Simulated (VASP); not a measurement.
Here is the system:

```
CELL_PARAMETERS angstrom
      0.00000     2.40678     2.40678
      2.40678     0.00000     2.40678
      2.40678     2.40678     0.00000
ATOMIC_POSITIONS crystal
  Y  0.00000 0.00000 0.00000
  N  0.50000 0.50000 0.50000
```

All values below come from PBE GGA, VASP's PBE PAW potentials (set 64) (plane waves; VASP). Numerical set-up: 620 eV cut-off, 9×9×9 Γ-centred mesh, Gaussian smearing of 0.050 eV, potentials Y_sv N.

Energy and stress use the plane-wave basis of the starting cell.

Task: The ions, cell shape and volume at an external pressure of 20.0 GPa are relaxed. What does this cell relax into?

Result: 
```
CELL_PARAMETERS angstrom
      0.00000     2.37035     2.37035
      2.37035     0.00000     2.37035
      2.37035     2.37035     0.00000
ATOMIC_POSITIONS crystal
  Y  0.00000 0.00000 0.00000
  N  0.50000 0.50000 0.50000
```
Space group Fm-3m (225), at a tolerance of 0.03 Å.

Task: How do energy and volume change from the first to the last step?

Result: The energy (σ→0) changes by +57.5 meV/atom and the volume by -4.5 %, in 4 ionic steps.

The compound is YN in the rock salt structure. This run relaxes it under an external pressure of 20 GPa. Symmetry was kept, so distortions that lower it aren't found.
